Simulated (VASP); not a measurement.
# Be3Se2O (P1) in VASP: relaxation of cell and atoms with PBE

Aim: the relaxation of cell and atoms of Be3Se2O with PBE.

Everything below comes from runs of VASP 6.6.1. Logs are shortened: lines on timing, memory, paths and dates and some standing lists are left out, and cuts for length are marked.

**1. Starting point**

The typed cell holds 12 atoms: a = 6.037 Å, b = 5.960 Å, c = 7.641 Å, α = 107.96°, β = 105.35°, γ = 120.72°.

The cell was built by a generator and needn't be a form met in nature.

**2. Relaxation of cell and atoms, PBE**

Contents of INCAR:

```
SYSTEM = Be3Se2O
ALGO = Fast
EDIFF = 1E-5
EDIFFG = -0.03
ENCUT = 520
GGA = PE
IBRION = 2
ISIF = 3
ISMEAR = 0
ISYM = 0
LASPH = .True.
LCHARG = .False.
LREAL = Auto
LWAVE = .False.
NELM = 80
NSW = 110
PREC = Normal
SIGMA = 0.05
```

Contents of KPOINTS:

```
k-points
0
Gamma
  4 4 3
  0 0 0
```

Contents of POSCAR:

```
Be3Se2O
1.0
    3.0057186400     -5.2356018700      0.0213972500
    2.9259574400      5.1898137400     -0.1745680600
   -4.2628864000     -0.0886673600      6.3401506800
Be Se O
6 4 2
Direct
    0.3637151100      0.1074613700      0.1573417900
    0.3632601200      0.1161549600      0.6069575300
    0.0953003200      0.3634271200      0.1424135800
    0.1264357200      0.3944596700      0.6391545400
    0.7432023700      0.7459303800      0.0352613900
    0.7574818900      0.7767832500      0.5503842100
    0.3373256000      0.6569827800      0.9961123200
    0.3522196600      0.6456059500      0.5055657200
    0.6542232100      0.3423921000      0.9933266000
    0.6845180500      0.3282007400      0.4971185900
    0.0498761600      0.0613781000      0.0712268000
    0.0732979000      0.0682902600      0.5939991600
```

Potentials or basis: VASP PAW PBE potentials, release 64 (Be, Se, O).

Launch:

```
cat potpaw_PBE.64/Be/POTCAR potpaw_PBE.64/Se/POTCAR potpaw_PBE.64/O/POTCAR > POTCAR
mpirun -np 1 vasp_std > vasp.out
```

OUTCAR:

```text
SYSTEM = Be3Se2O
   EDIFF = 1E-5
   EDIFFG = -0.03
   ENCUT = 520
   GGA = PE
   IBRION = 2
   ISIF = 3
   ISMEAR = 0
   ISYM = 0
   LASPH = .True.
   LREAL = Auto
   NELM = 80
   NSW = 110
   PREC = Normal

 ion  position               nearest neighbor table
   1  0.364  0.107  0.157-  11 1.67  10 2.20   7 2.48   9 2.52
   2  0.363  0.116  0.607-  12 1.59  10 2.25   9 2.45
   3  0.095  0.363  0.142-  11 1.56   8 2.26   7 2.43   9 2.52
   4  0.126  0.394  0.639-  12 1.70   8 2.18   7 2.24  10 2.36
   5  0.743  0.746  0.035-  11 1.70   9 2.07   7 2.14
   6  0.757  0.777  0.550-  12 1.64   8 2.04  10 2.35
   7  0.337  0.657  0.996-   5 2.14   4 2.24   3 2.43   1 2.48
   8  0.352  0.646  0.506-   6 2.04   4 2.18   3 2.26
   9  0.654  0.342  0.993-   5 2.07   2 2.45   1 2.52   3 2.52
  10  0.685  0.328  0.497-   1 2.20   2 2.25   6 2.35   4 2.36
  11  0.050  0.061  0.071-   3 1.56   1 1.67   5 1.70
  12  0.073  0.068  0.594-   2 1.59   6 1.64   4 1.70

IMPORTANT INFORMATION: All symmetrisations will be switched off!
NOSYMM: (Re-)initialisation of all symmetry stuff for point group C_1.

----------------------------------------------------------------------------------------

                                     Primitive cell

  volume of cell :     192.5516

  direct lattice vectors                    reciprocal lattice vectors
     3.005718640 -5.235601870  0.021397250     0.170804685 -0.092478293  0.113549535
     2.925957440  5.189813740 -0.174568060     0.172382885  0.099443053  0.117294690
    -4.262886400 -0.088667360  6.340150680     0.004169900  0.003050142  0.160571303

  length of vectors
     6.037079536  5.960358010  7.640521776     0.224988827  0.231003948  0.160654396

  position of ions in fractional coordinates (direct lattice)
     0.363715110  0.107461370  0.157341790
     0.363260120  0.116154960  0.606957530
     0.095300320  0.363427120  0.142413580
     0.126435720  0.394459670  0.639154540
     0.743202370  0.745930380  0.035261390
     0.757481890  0.776783250  0.550384210
     0.337325600  0.656982780  0.996112320
     0.352219660  0.645605950  0.505565720
     0.654223210  0.342392100  0.993326600
     0.684518050  0.328200740  0.497118590
     0.049876160  0.061378100  0.071226800
     0.073297900  0.068290260  0.593999160

  ion indices of the primitive-cell ions
   primitive index   ion index
                 1           1
                 2           2
                 3           3
                 4           4
                 5           5
                 6           6
                 7           7
                 8           8
                 9           9
                10          10
                11          11
                12          12

----------------------------------------------------------------------------------------

 KPOINTS: k-points

Automatic generation of k-mesh.
 Grid dimensions read from file:
 generate k-points for:    4    4    3

 Generating k-lattice:

  Cartesian coordinates                     Fractional coordinates (reciprocal lattice)
     0.042701171 -0.023119573  0.028387384     0.250000000 -0.000000000  0.000000000
     0.043095721  0.024860763  0.029323672    -0.000000000  0.250000000 -0.000000000
     0.001389967  0.001016714  0.053523768     0.000000000 -0.000000000  0.333333333

  Length of vectors
     0.056247207  0.057750987  0.053551465

  Shift w.r.t. Gamma in fractional coordinates (k-lattice)
     0.000000000  0.000000000  0.000000000

 Subroutine IBZKPT returns following result:
 ===========================================

 Found     26 irreducible k-points:

 Following reciprocal coordinates:
            Coordinates               Weight
  0.000000  0.000000  0.000000      1.000000
  0.250000 -0.000000  0.000000      2.000000
  0.500000 -0.000000  0.000000      1.000000
  0.000000  0.250000  0.000000      2.000000
  0.250000  0.250000  0.000000      2.000000
  0.500000  0.250000  0.000000      2.000000
[... 16 lines left out ...]
 -0.000000 -0.250000  0.333333      2.000000
  0.250000 -0.250000  0.333333      2.000000
 [... further k-points ...]
   k-points           NKPTS =     26   k-points in BZ     NKDIM =     26   number of bands    NBANDS=     31
   number of dos      NEDOS =    301   number of ions     NIONS =     12
   total plane-waves  NPLWV =  62208
   dimension x,y,z NGX =    36 NGY =   36 NGZ =   48
   dimension x,y,z NGXF=    72 NGYF=   72 NGZF=   96
   ions per type =               6   4   2
   NGX,Y,Z   is equivalent  to a cutoff of   9.91, 10.04, 10.44 a.u.
   NGXF,Y,Z  is equivalent  to a cutoff of  19.83, 20.08, 20.89 a.u.
 SYSTEM =  Be3Se2O
   PREC   = normal    normal or accurate (medium, high low for compatibility)
   ISTART =      0    job   : 0-new  1-cont  2-samecut
   ICHARG =      2    charge: 1-file 2-atom 10-const
   ISPIN  =      1    spin polarized calculation?
   LNONCOLLINEAR =      F non collinear calculations
   LSORBIT =      F    spin-orbit coupling
   LASPH  =      T    aspherical Exc in radial PAW
   ENCUT  =  520.0 eV  38.22 Ry    6.18 a.u.  11.22 11.08 14.21*2*pi/ulx,y,z
   NELM   =     80;   NELMIN=  2; NELMDL= -5     # of ELM steps
   EDIFF  = 0.1E-04   stopping-criterion for ELM
   LREAL  =      T    real-space projection
   EDIFFG = -.3E-01   stopping-criterion for IOM
   NSW    =    110    number of steps for IOM
   IBRION =      2    ionic relax: 0-MD 1-quasi-New 2-CG
   NFREE  =      1    steps in history (QN), initial steepest desc. (CG)
   ISIF   =      3    stress and relaxation
   ISYM   =      0    0-nonsym 1-usesym 2-fastsym
   POTIM  = 0.5000    time-step for ionic-motion
   TEBEG  =    0.0;   TEEND  =   0.0 temperature during run
   PSTRESS=    0.0 pullay stress
   NELECT =      48.0000    total number of electrons
   NUPDOWN=      -1.0000    fix difference up-down
   EMIN   =  10.00;   EMAX   =-10.00  energy-range for DOS
   EFERMI =   0.00;   METHOD = LEGACY
   ISMEAR =     0;   SIGMA  =   0.05  broadening in eV -4-tet -1-fermi 0-gaus
   EFERMI_NEDOS =   21; number of points for ismear=-14 and -15
   IALGO  =     68    algorithm
   IMIX   =      4    mixing-type and parameters
     AMIX     =   0.40;   BMIX     =  1.00
     AMIX_MAG =   1.60;   BMIX_MAG =  1.00
  volume/ion in A,a.u.               =      16.05       108.28
  Fermi-wavevector in a.u.,A,eV,Ry     =   1.030322  1.947026 14.443438  1.061563
  Thomas-Fermi vector in A             =   2.164414
   LORBIT       =      0    0 simple, 1 ext, 2 COOP (PROOUT), +10 PAW based schemes
   GGA     = PE    functional components
   LHFCALC =     F    Hartree Fock is set to
   AEXX    =    0.0000 exact exchange contribution
   IVDW    =     0    specifies the selected vdW correction
   LEPSILON=     F    determine dielectric tensor
   LRPA    =     F    only Hartree local field effects (RPA)
 conjugate gradient relaxation of ions
 non-spin polarized calculation
 RMM-DIIS sequential band-by-band and
 Gauss-broadening in eV      SIGMA  =   0.05
  energy-cutoff  :      520.00
  volume of cell :      192.55
 maximum number of plane-waves:      5196
   NGX = 23   NGY = 23   NGZ = 29

--------------------------------------- Ionic step        1  -------------------------------------------

 number of electron      48.0000004 magnetization

 Free energy of the ion-electron system (eV)
  ---------------------------------------------------
  ext. energy  EPLUGINS =         0.00000000
  ---------------------------------------------------
  free energy    TOTEN  =       -60.17564009 eV

  energy without entropy =      -60.17564009  energy(sigma->0) =      -60.17564009

------------------------ aborting loop because EDIFF is reached ----------------------------------------

  FORCE on cell =-STRESS in cart. coord.  units (eV):
  Direction    XX          YY          ZZ          XY          YZ          ZX
  --------------------------------------------------------------------------------------
  -------------------------------------------------------------------------------------
  Total       -9.7795740     -4.8463925     -0.6810891      0.8172105      1.9597747      1.4040093
  in kB      -81.3735555    -40.3257026     -5.6671837      6.7998178     16.3068288     11.6824338
  external PRESSURE =     -42.4554806 kB  Pullay stress =       0.0000000 kB
[... 119 lines left out ...]
  FREE ENERGIE OF THE ION-ELECTRON SYSTEM (eV)
  ---------------------------------------------------
  free  energy   TOTEN  =       -61.3841068776 eV

  energy  without entropy=      -61.3841068776  energy(sigma->0) =      -61.38410688

[... ionic steps 4 to 22 ...]

--------------------------------------- Ionic step       23  -------------------------------------------

 number of electron      48.0000000 magnetization

------------------------ aborting loop because EDIFF is reached ----------------------------------------

  FORCE on cell =-STRESS in cart. coord.  units (eV):
  Direction    XX          YY          ZZ          XY          YZ          ZX
  --------------------------------------------------------------------------------------
  -------------------------------------------------------------------------------------
  Total       -0.1325892      0.0281747     -0.0039554     -0.0176963     -0.0028157      0.0219236
  in kB       -1.1875281      0.2523449     -0.0354259     -0.1584959     -0.0252184      0.1963574
  external PRESSURE =      -0.3235364 kB  Pullay stress =       0.0000000 kB
[... 77 lines left out ...]
  energy  without entropy=      -61.8783408802  energy(sigma->0) =      -61.87834088

--------------------------------------- Ionic step       25  -------------------------------------------

 number of electron      48.0000000 magnetization

 Free energy of the ion-electron system (eV)
  ---------------------------------------------------
  ext. energy  EPLUGINS =         0.00000000
  ---------------------------------------------------
  free energy    TOTEN  =       -61.87851614 eV

  energy without entropy =      -61.87851614  energy(sigma->0) =      -61.87851614

 E-fermi :   3.3755     XC(G=0):  -9.3425

 val. band max:        3.1152455025   @ k =   0.5000   0.5000   0.0000
 cond. band min:       5.9457921407   @ k =   0.5000   0.5000   0.0000
 fundamental gap:      2.8305466382
 Fermi energy:         3.3754595104

 k-point     1 :       0.0000    0.0000    0.0000
  band No.  band energies     occupation
      1     -15.9603      2.00000
      2     -15.8850      2.00000
      3     -10.2344      2.00000
      4      -9.3770      2.00000
      5      -8.4905      2.00000
      6      -8.4714      2.00000
[... 805 lines left out ...]
     30       8.9433      0.00000
     31       9.1735      0.00000

 [... further k-points ...]
[... 5 lines left out ...]
  --------------------------------------------------------------------------------------
  -------------------------------------------------------------------------------------
  Total        0.0112914      0.0551371      0.0401438      0.0243748      0.0215568      0.0209298
  in kB        0.1012106      0.4942240      0.3598310      0.2184843      0.1932256      0.1876052
  external PRESSURE =       0.3184219 kB  Pullay stress =       0.0000000 kB
[... 27 lines left out ...]
  FREE ENERGIE OF THE ION-ELECTRON SYSTEM (eV)
  ---------------------------------------------------
  free  energy   TOTEN  =       -61.8785161429 eV

  energy  without entropy=      -61.8785161429  energy(sigma->0) =      -61.87851614

 reached required accuracy - stopping structural energy minimisation
```

Wall time 7.8 min (1 thread of Intel Xeon 6975P-C (Granite Rapids), shared host); peak memory 0.31 GiB.

What came out:

```
Free energy                            : -61.8785 eV
Relaxed volume                         : 14.90 Å³/atom
Relaxed cell                           : a = 5.791 Å, b = 5.790 Å, c = 7.348 Å, α = 105.68°, β = 105.64°, γ = 120.30°
Space group after relaxing (to 0.05 Å) : Cm (No. 8)
Energy gained by relaxing              : 141.9 meV/atom
Ionic steps                            : 25
Pressure after relaxing                : 0.0 GPa
Largest force after relaxing           : 0.027 eV/Å
Band gap on the k mesh                 : 2.83 eV, direct
```

Forces on the atoms (eV/Å):
```
Be   0.002  0.005 -0.003
Be  -0.018 -0.010  0.003
Be  -0.005 -0.010 -0.003
Be  -0.023 -0.007  0.002
Be   0.026  0.002 -0.008
Be   0.018  0.012  0.013
Se   0.011 -0.004  0.017
Se   0.018  0.016 -0.002
Se  -0.005 -0.005 -0.004
Se  -0.011 -0.013  0.001
O   -0.002  0.002 -0.019
O   -0.011  0.010  0.002
```

Step by step:
| step | energy change (eV) | largest force (eV/Å) | pressure (GPa) | volume (Å³) |
| --- | --- | --- | --- | --- |
| 1 | 0.0000 | 2.9043 | -4.25 | 192.55 |
| 2 | -1.2065 | 1.7328 | 0.83 | 180.86 |
| 3 | -1.2085 | 1.5831 | 0.51 | 181.27 |
| 4 | -1.5341 | 1.2292 | 0.47 | 179.38 |
| 5 | -1.5345 | 1.3032 | 0.47 | 179.31 |
| 6 | -1.6487 | 0.4126 | -0.57 | 179.70 |
| 7 | -1.6490 | 0.4191 | -0.54 | 179.68 |
| 8 | -1.6781 | 0.2189 | 0.19 | 178.43 |
| 9 | -1.6806 | 0.3054 | 0.51 | 177.94 |
| 10 | -1.6909 | 0.2473 | 0.10 | 178.50 |
| 11 | -1.6915 | 0.1574 | 0.18 | 178.39 |
| 12 | -1.6960 | 0.0835 | -0.14 | 178.98 |
| 13 | -1.6963 | 0.0958 | -0.30 | 179.25 |
| 14 | -1.6989 | 0.1026 | -0.04 | 178.84 |
| 15 | -1.6991 | 0.1058 | 0.06 | 178.67 |
| 16 | -1.7007 | 0.0969 | 0.04 | 178.66 |
| 17 | -1.7007 | 0.1164 | 0.04 | 178.66 |
| 18 | -1.7017 | 0.0404 | 0.02 | 178.75 |
| 19 | -1.7018 | 0.0453 | 0.02 | 178.76 |
| 20 | -1.7021 | 0.0336 | 0.00 | 178.82 |
| 21 | -1.7023 | 0.0357 | -0.02 | 178.92 |
| 22 | -1.7025 | 0.0318 | -0.03 | 178.89 |
| 23 | -1.7026 | 0.0422 | -0.03 | 178.89 |
| 24 | -1.7027 | 0.0380 | -0.02 | 178.84 |
| 25 | -1.7029 | 0.0274 | 0.03 | 178.74 |

Final structure:
```cif
data_structure
_symmetry_space_group_name_H-M 'P 1'
_symmetry_Int_Tables_number 1
_cell_length_a 5.7914
_cell_length_b 5.7900
_cell_length_c 7.3476
_cell_angle_alpha 105.675
_cell_angle_beta 105.641
_cell_angle_gamma 120.296
_cell_volume 178.74
loop_
_atom_site_label
_atom_site_type_symbol
_atom_site_fract_x
_atom_site_fract_y
_atom_site_fract_z
_atom_site_occupancy
Be1 Be 0.36079 0.09130 0.12891 1
Be2 Be 0.36370 0.09365 0.62886 1
Be3 Be 0.09105 0.36256 0.12936 1
Be4 Be 0.09280 0.36320 0.62827 1
Be5 Be 0.77756 0.77892 0.05559 1
Be6 Be 0.77922 0.77874 0.55293 1
Se1 Se 0.33639 0.67056 0.00129 1
Se2 Se 0.34006 0.67289 0.50258 1
Se3 Se 0.67075 0.33886 0.00263 1
Se4 Se 0.67242 0.33935 0.50178 1
O1 O 0.05728 0.05838 0.07953 1
O2 O 0.05885 0.05866 0.57714 1
```

Levels at points of the mesh, in eV from the valence-band top:
```tsv
k point	band 22	band 23	band 24	band 25	band 26	band 27
(0.00, 0.00, 0.00)	-1.09	-0.98	-0.49	3.41	3.83	4.11
(0.50, 0.00, 0.00)	-1.06	-1.03	-0.61	2.85	3.94	4.30
(0.00, 0.50, 0.00)	-1.05	-1.03	-0.61	2.84	3.94	4.30
(0.50, 0.50, 0.00)	-1.18	-1.02	0.00	2.83	3.69	4.43
```

Caveat: an odd mesh through Γ misses points on the zone boundary, where band edges often lie.
